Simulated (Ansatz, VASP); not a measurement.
# Mg2ZnS3 in VASP and in Ansatz

```
CELL_PARAMETERS angstrom
5.01468 0.00000 0.00000
-2.50734 4.34284 0.00000
0.00000 0.00000 8.65686
ATOMIC_POSITIONS crystal
Mg 0.00000 0.00000 0.44278
Mg 0.00000 0.00000 0.09809
Zn 0.00000 0.00000 0.74816
S 0.58777 0.00000 0.92447
S 0.00000 0.58777 0.92447
S 0.41223 0.41223 0.92447
```

Alike in both runs: functional PBE; k mesh 12 × 12 × 6; occupations gaussian, width 0.1 eV; no spin polarisation.

Ansatz relaxed the structure, and its values are those at the end. VASP's run is a single point on that final structure, the one shown.

|  | VASP | Ansatz |
| --- | --- | --- |
| version | VASP 6.6.1 | Ansatz 0.2.0 |
| potentials or method | VASP PAW PBE potentials, release 64 (Mg, Zn, S) | scalar-relativistic, plane waves, PAW |
| plane-wave cutoff (eV) | 520 | 420 |
| valence electrons in the cell | 34 | 50 |

VASP gave:

```
gap on the k mesh at the Fermi level (eV) : none
pressure (GPa)                            : -0.1
rms of the force components (eV/Å)        : 0.004
```

Which values does Ansatz return?

gap on the k mesh at the Fermi level (eV): none; pressure (GPa): 0.0; rms of the force components (eV/Å): 0.002.

A gap of «none» marks a metal or a gap that the smearing closes. The two sets of potentials don't hold the same shells in valence.
